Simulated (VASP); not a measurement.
# Sn2GeO2 (P4/mmm) in VASP: relaxation of cell and atoms with PBE

Aim: the relaxation of cell and atoms of Sn2GeO2 with PBE.

Everything below comes from runs of VASP 6.6.1. Logs are shortened: lines on timing, memory, paths and dates and some standing lists are left out, and cuts for length are marked.

## (1) Starting point

It takes space group P4/mmm (No. 123, tetragonal). The conventional cell has a = 4.217 Å, b = 4.217 Å, c = 5.944 Å, α = 90.00°, β = 90.00°, γ = 90.00°. Sn (site symmetry 4/mmm) is surrounded by 4 O at 2.11 Å. Around Sn (site symmetry 4/mmm) lie 2 Ge at 2.97 Å. Ge (site symmetry 4/mmm) has 4 O at 2.11 Å as nearest neighbours. O (site symmetry mmm) is surrounded by 2 Sn at 2.11 Å and 2 Ge at 2.11 Å.

The cell was built by a generator and needn't be a form met in nature.

## (2) Relaxation of cell and atoms, PBE

Input file INCAR:

```
SYSTEM = Sn2GeO2
PREC = Normal
ENCUT = 520
EDIFF = 1E-4
ISMEAR = 0
SIGMA = 0.15
LREAL = .False.
LASPH = .True.
NELM = 60
ALGO = Fast
ISIF = 3
LWAVE = .False.
LCHARG = .False.
GGA = PE
IBRION = 2
NSW = 24
EDIFFG = -0.08
```

Input file KPOINTS:

```
Automatic mesh
0
Gamma
  3 3 3
  0 0 0
```

Input file POSCAR:

```
Sn2GeO2
1.0
    4.2174884700      0.0000000000      0.0000000000
    0.0000000000      4.2174884700      0.0000000000
    0.0000000000      0.0000000000      5.9435511500
Sn Ge O
2 1 2
Direct
    0.5000000000      0.5000000000      0.5000000000
    0.0000000000      0.0000000000      0.0000000000
    0.0000000000      0.0000000000      0.5000000000
    0.5000000000      0.0000000000      0.5000000000
    0.0000000000      0.5000000000      0.5000000000
```

Potentials or basis: VASP PAW PBE potentials, release 64 (Sn_d, Ge_d, O).

Launch:

```sh
$ cat potpaw_PBE.64/Sn_d/POTCAR potpaw_PBE.64/Ge_d/POTCAR potpaw_PBE.64/O/POTCAR > POTCAR
$ mpirun -np 1 vasp_std > vasp.out
```

OUTCAR:

```text
SYSTEM = Sn2GeO2
   PREC = Normal
   ENCUT = 520
   EDIFF = 1E-4
   ISMEAR = 0
   LREAL = .False.
   LASPH = .True.
   NELM = 60
   ISIF = 3
   GGA = PE
   IBRION = 2
   NSW = 24
   EDIFFG = -0.08

 ion  position               nearest neighbor table
   1  0.500  0.500  0.500-   4 2.11   5 2.11   4 2.11   5 2.11   3 2.98   3 2.98   3 2.98   3 2.98

   2  0.000  0.000  0.000-   3 2.97   3 2.97
   3  0.000  0.000  0.500-   4 2.11   5 2.11   5 2.11   4 2.11   2 2.97   2 2.97   1 2.98   1 2.98
                             1 2.98   1 2.98
   4  0.500  0.000  0.500-   1 2.11   3 2.11   1 2.11   3 2.11
   5  0.000  0.500  0.500-   1 2.11   3 2.11   3 2.11   1 2.11

  LATTYP: Found a simple tetragonal cell.
 ALAT       =     4.2174884700
 C/A-ratio  =     1.4092631651

  Lattice vectors:

 A1 = (   4.2174884700,   0.0000000000,   0.0000000000)
 A2 = (   0.0000000000,   4.2174884700,   0.0000000000)
 A3 = (   0.0000000000,   0.0000000000,   5.9435511500)

Analysis of symmetry for initial positions (statically):
=====================================================================
 Subroutine PRICEL returns:
 Original cell was already a primitive cell.

 Routine SETGRP: Setting up the symmetry group for a
 simple tetragonal supercell.

 Subroutine GETGRP returns: Found 16 space group operations
 (whereof 16 operations were pure point group operations)
 out of a pool of 16 trial point group operations.

The static configuration has the point symmetry D_4h.

Analysis of symmetry for dynamics (positions and initial velocities):
=====================================================================
 Subroutine PRICEL returns:
 Original cell was already a primitive cell.

 Routine SETGRP: Setting up the symmetry group for a
 simple tetragonal supercell.

 Subroutine GETGRP returns: Found 16 space group operations
 (whereof 16 operations were pure point group operations)
 out of a pool of 16 trial point group operations.

The dynamic configuration has the point symmetry D_4h.

 Subroutine INISYM returns: Found 16 space group operations
 (whereof 16 operations are pure point group operations),
 and found     1 'primitive' translations

----------------------------------------------------------------------------------------

                                     Primitive cell

  volume of cell :     105.7192

  direct lattice vectors                    reciprocal lattice vectors
     4.217488470  0.000000000  0.000000000     0.237107939  0.000000000  0.000000000
     0.000000000  4.217488470  0.000000000     0.000000000  0.237107939  0.000000000
     0.000000000  0.000000000  5.943551150     0.000000000  0.000000000  0.168249583

  length of vectors
     4.217488470  4.217488470  5.943551150     0.237107939  0.237107939  0.168249583

  position of ions in fractional coordinates (direct lattice)
     0.500000000  0.500000000  0.500000000
     0.000000000  0.000000000  0.000000000
     0.000000000  0.000000000  0.500000000
     0.500000000  0.000000000  0.500000000
     0.000000000  0.500000000  0.500000000

  ion indices of the primitive-cell ions
   primitive index   ion index
                 1           1
                 2           2
                 3           3
                 4           4
                 5           5

----------------------------------------------------------------------------------------

 KPOINTS: Automatic mesh

Automatic generation of k-mesh.
 Grid dimensions read from file:
 generate k-points for:    3    3    3

 Generating k-lattice:

  Cartesian coordinates                     Fractional coordinates (reciprocal lattice)
     0.079035980  0.000000000  0.000000000     0.333333333  0.000000000  0.000000000
     0.000000000  0.079035980  0.000000000     0.000000000  0.333333333  0.000000000
     0.000000000  0.000000000  0.056083194     0.000000000  0.000000000  0.333333333

  Length of vectors
     0.079035980  0.079035980  0.056083194

  Shift w.r.t. Gamma in fractional coordinates (k-lattice)
     0.000000000  0.000000000  0.000000000

 Subroutine IBZKPT returns following result:
 ===========================================

 Found      6 irreducible k-points:

 Following reciprocal coordinates:
            Coordinates               Weight
  0.000000  0.000000  0.000000      1.000000
  0.333333  0.000000  0.000000      4.000000
  0.333333  0.333333  0.000000      4.000000
  0.000000  0.000000  0.333333      2.000000
  0.333333  0.000000  0.333333      8.000000
  0.333333  0.333333  0.333333      8.000000
   k-points           NKPTS =      6   k-points in BZ     NKDIM =      6   number of bands    NBANDS=     32
   number of dos      NEDOS =    301   number of ions     NIONS =      5
   total plane-waves  NPLWV =  20736
   dimension x,y,z NGX =    24 NGY =   24 NGZ =   36
   dimension x,y,z NGXF=    48 NGYF=   48 NGZF=   72
   ions per type =               2   1   2
   NGX,Y,Z   is equivalent  to a cutoff of   9.46,  9.46, 10.07 a.u.
   NGXF,Y,Z  is equivalent  to a cutoff of  18.92, 18.92, 20.14 a.u.
 SYSTEM =  Sn2GeO2
   PREC   = normal    normal or accurate (medium, high low for compatibility)
   ISTART =      0    job   : 0-new  1-cont  2-samecut
   ICHARG =      2    charge: 1-file 2-atom 10-const
   ISPIN  =      1    spin polarized calculation?
   LNONCOLLINEAR =      F non collinear calculations
   LSORBIT =      F    spin-orbit coupling
   LASPH  =      T    aspherical Exc in radial PAW
   ENCUT  =  520.0 eV  38.22 Ry    6.18 a.u.   7.84  7.84 11.05*2*pi/ulx,y,z
   NELM   =     60;   NELMIN=  2; NELMDL= -5     # of ELM steps
   EDIFF  = 0.1E-03   stopping-criterion for ELM
   LREAL  =      F    real-space projection
   EDIFFG = -.8E-01   stopping-criterion for IOM
   NSW    =     24    number of steps for IOM
   IBRION =      2    ionic relax: 0-MD 1-quasi-New 2-CG
   NFREE  =      1    steps in history (QN), initial steepest desc. (CG)
   ISIF   =      3    stress and relaxation
   ISYM   =      2    0-nonsym 1-usesym 2-fastsym
   POTIM  = 0.5000    time-step for ionic-motion
   TEBEG  =    0.0;   TEEND  =   0.0 temperature during run
   PSTRESS=    0.0 pullay stress
   NELECT =      54.0000    total number of electrons
   NUPDOWN=      -1.0000    fix difference up-down
   EMIN   =  10.00;   EMAX   =-10.00  energy-range for DOS
   EFERMI =   0.00;   METHOD = LEGACY
   ISMEAR =     0;   SIGMA  =   0.15  broadening in eV -4-tet -1-fermi 0-gaus
   EFERMI_NEDOS =   21; number of points for ismear=-14 and -15
   IALGO  =     68    algorithm
   IMIX   =      4    mixing-type and parameters
     AMIX     =   0.40;   BMIX     =  1.00
     AMIX_MAG =   1.60;   BMIX_MAG =  1.00
  volume/ion in A,a.u.               =      21.14       142.69
  Fermi-wavevector in a.u.,A,eV,Ry     =   1.308644  2.472978 23.300641  1.712549
  Thomas-Fermi vector in A             =   2.439297
   LORBIT       =      0    0 simple, 1 ext, 2 COOP (PROOUT), +10 PAW based schemes
   GGA     = PE    functional components
   LHFCALC =     F    Hartree Fock is set to
   AEXX    =    0.0000 exact exchange contribution
   IVDW    =     0    specifies the selected vdW correction
   LEPSILON=     F    determine dielectric tensor
   LRPA    =     F    only Hartree local field effects (RPA)
 conjugate gradient relaxation of ions
 non-spin polarized calculation
 RMM-DIIS sequential band-by-band and
 Gauss-broadening in eV      SIGMA  =   0.15
  energy-cutoff  :      520.00
  volume of cell :      105.72
 maximum number of plane-waves:      2851
   NGX = 15   NGY = 15   NGZ = 23

--------------------------------------- Ionic step        1  -------------------------------------------

 number of electron      54.0000171 magnetization

 Free energy of the ion-electron system (eV)
  ---------------------------------------------------
  ext. energy  EPLUGINS =         0.00000000
  ---------------------------------------------------
  free energy    TOTEN  =       -22.58005173 eV

  energy without entropy =      -22.52798379  energy(sigma->0) =      -22.55401776

------------------------ aborting loop because EDIFF is reached ----------------------------------------

  FORCE on cell =-STRESS in cart. coord.  units (eV):
  Direction    XX          YY          ZZ          XY          YZ          ZX
  --------------------------------------------------------------------------------------
  -------------------------------------------------------------------------------------
  Total       11.9296348     11.9296348     -2.8533295      0.0000000      0.0000000      0.0000000
  in kB      180.7939612    180.7939612    -43.2422912      0.0000000      0.0000000      0.0000000
  external PRESSURE =     106.1152104 kB  Pullay stress =       0.0000000 kB
[... 219 lines left out ...]
  energy  without entropy=      -23.3761347345  energy(sigma->0) =      -23.39687131

--------------------------------------- Ionic step        7  -------------------------------------------

 number of electron      53.9999834 magnetization

 E-fermi :   4.9467     XC(G=0):  -9.4159

 val. band max:        4.8780969364   @ k =   0.3333   0.0000   0.0000
 cond. band min:       5.0092190246   @ k =   0.3333   0.3333   0.3333
 fundamental gap:      0.1311220881
 Fermi energy:         4.9466633094

 k-point     1 :       0.0000    0.0000    0.0000
  band No.  band energies     occupation
      1     -20.3197      2.00000
      2     -20.2951      2.00000
      3     -20.2732      2.00000
      4     -20.2403      2.00000
      5     -20.2403      2.00000
      6     -17.0191      2.00000
[... 235 lines left out ...]
  energy  without entropy=      -23.3464653107  energy(sigma->0) =      -23.36776099

--------------------------------------- Ionic step        8  -------------------------------------------

 number of electron      53.9999879 magnetization

 Free energy of the ion-electron system (eV)
  ---------------------------------------------------
  ext. energy  EPLUGINS =         0.00000000
  ---------------------------------------------------
  free energy    TOTEN  =       -23.41954468 eV

  energy without entropy =      -23.37786269  energy(sigma->0) =      -23.39870368

 E-fermi :   4.6158     XC(G=0):  -9.2562

 val. band max:        4.5523959572   @ k =   0.3333   0.0000   0.0000
 cond. band min:       4.6669445673   @ k =   0.3333   0.3333   0.3333
 fundamental gap:      0.1145486101
 Fermi energy:         4.6157895624

 k-point     1 :       0.0000    0.0000    0.0000
  band No.  band energies     occupation
      1     -20.5745      2.00000
      2     -20.5503      2.00000
      3     -20.5160      2.00000
      4     -20.4936      2.00000
      5     -20.4936      2.00000
      6     -17.2924      2.00000
[... 231 lines left out ...]
  FREE ENERGIE OF THE ION-ELECTRON SYSTEM (eV)
  ---------------------------------------------------
  free  energy   TOTEN  =       -23.4195446827 eV

  energy  without entropy=      -23.3778626853  energy(sigma->0) =      -23.39870368

 reached required accuracy - stopping structural energy minimisation
```

Run time: 44 s. Hardware: 1 thread of Intel Xeon 6975P-C (Granite Rapids), shared host; peak memory 0.16 GiB.

What came out:

```
Free energy                            : -23.4195 eV
Relaxed volume                         : 22.72 Å³/atom
Relaxed cell                           : a = 4.517 Å, b = 4.517 Å, c = 5.568 Å, α = 90.00°, β = 90.00°, γ = 90.00°
Space group after relaxing (to 0.05 Å) : P4/mmm (No. 123)
Energy gained by relaxing              : 167.9 meV/atom
Ionic steps                            : 8
Pressure after relaxing                : 0.0 GPa
Band gap on the k mesh                 : none (metal or under the smearing width)
```

Step by step:
```csv
step,energy change (eV),largest force (eV/Å),pressure (GPa),volume (Å³)
1,0.0000,0.0000,10.61,105.72
2,-0.5680,0.0000,-5.49,127.84
3,-0.7805,0.0000,-1.19,119.18
4,-0.7804,0.0000,-1.28,119.45
5,-0.8188,0.0000,-0.92,116.91
6,-0.8376,0.0000,-0.38,114.55
7,-0.8090,0.0000,1.28,109.84
8,-0.8395,0.0000,-0.01,113.60
```

Final structure:
```
CELL_PARAMETERS angstrom
4.51676 0.00000 0.00000
0.00000 4.51676 0.00000
0.00000 0.00000 5.56819
ATOMIC_POSITIONS crystal
Sn 0.50000 0.50000 0.50000
Sn 0.00000 0.00000 0.00000
Ge 0.00000 0.00000 0.50000
O 0.50000 0.00000 0.50000
O 0.00000 0.50000 0.50000
```

Caveat: the k mesh is coarse (spacing up to 0.50 Å⁻¹), so the values aren't converged; the relaxation stopped at a loose force limit of 0.08 eV/Å, so its end isn't a converged minimum.
